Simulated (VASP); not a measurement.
GW runs with VASP on SiC (zinc blende), on PBE orbitals with a Kohn-Sham gap of 1.31 eV on the mesh.

Space group F-43m (No. 216); a = 4.3600 Å, b = 4.3600 Å, c = 4.3600 Å, α = 90.00°, β = 90.00°, γ = 90.00°

```csv
atom,site,symmetry,x,y,z
Si,4a,-43m,0.0000,0.0000,0.0000
C,4d,-43m,0.7500,0.7500,0.7500
```
(The calculation used a cell of 2 atoms; values per cell refer to that cell.)

Numerical set-up: PREC = Normal, 500 eV cut-off, 4×4×4 Γ-centred mesh, Gaussian smearing of 0.010 eV, potentials Si_GW C_GW_new.

The mesh is coarse and the basis finite, so the quasiparticle values are not converged.

| run | level | NBANDS | ENCUTGW (eV) | QP gap (eV) | smallest direct QP gap (eV) |
|---|---|---|---|---|---|
| run 1 | G0W0@PBE, 1 step(s) | 100 | 150 | 2.09 | 5.52 |
| run 2 | G0W0@PBE, 1 step(s) | 240 | 250 | 2.23 | 5.60 |
| run 3 | G0W0@PBE, 1 step(s) | 320 | 300 | [?] | [?] |

Complete the blanks.

- run 3, QP gap (eV): 2.26
- run 3, smallest direct QP gap (eV): 5.62

Left out are failed runs and those that VASP or the mesh makes unfit.

The compound is SiC in the zinc blende structure. The cell was not relaxed at this level.
